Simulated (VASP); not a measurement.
Method: PBE GGA with spin-orbit coupling, VASP's PBE PAW potentials (set 64) (plane waves; VASP).

A VASP calculation is set up with these files.

**KPOINTS**
```
Automatic mesh
0
Gamma
8 8 8
0 0 0
```

INCAR:
```
ALGO=Normal
EDIFF=1E-6
ENCUT=520
GGA=PE
GGA_COMPAT=F
ISIF=2
ISMEAR=0
LASPH=T
LCHARG=F
LMAXMIX=4
LREAL=F
LSORBIT=T
LWAVE=F
MAGMOM=0 0 0 0 0 0
NELM=100
PREC=Accurate
SIGMA=0.05
SYSTEM=BAs
```

File POSCAR:
```
BAs
3.447570
  0.0000000000   0.7071067448   0.7071067448
  0.7071067448   0.0000000000   0.7071067448
  0.7071067448   0.7071067448   0.0000000000
B As
1 1
Cartesian
  0.0000000000   0.0000000000   0.0000000000
  0.3535533724   0.3535533724   0.3535533724
```

POTCAR, in this order: B As (PBE.64 set). Program: vasp_ncl.

Predict the energy per atom (σ→0), pressure.

- energy per atom (σ→0): -5704 meV/atom
- pressure: -4.45 GPa

File OSZICAR:
```
...
DAV:   6    -0.114552961326E+02    0.47894E+00   -0.49550E-01  1600   0.638E+00    0.223E+00
DAV:   7    -0.114133724187E+02    0.41924E-01   -0.13997E-01  1728   0.292E+00    0.928E-01
DAV:   8    -0.114072186941E+02    0.61537E-02   -0.16029E-02  1512   0.113E+00    0.114E-01
DAV:   9    -0.114070785492E+02    0.14014E-03   -0.99379E-04  1552   0.318E-01    0.512E-02
DAV:  10    -0.114072394566E+02   -0.16091E-03   -0.27489E-04  1656   0.128E-01    0.399E-02
DAV:  11    -0.114072677903E+02   -0.28334E-04   -0.25428E-05  1664   0.436E-02    0.152E-02
DAV:  12    -0.114072686524E+02   -0.86214E-06   -0.45352E-06  1672   0.195E-02
   1 F= -.11407269E+02 E0= -.11407269E+02  d E =-.947075E-11  mag=     0.0000     0.0000    -0.0000
```

The compound is BAs in the zinc blende structure. The cell was not relaxed at this level. The run is one of a series of settings (GGA_COMPAT = .FALSE., LSORBIT = .TRUE., MAGMOM = 0 0 0 0 0 0, program vasp_ncl against the base run), some of them coarse on purpose.
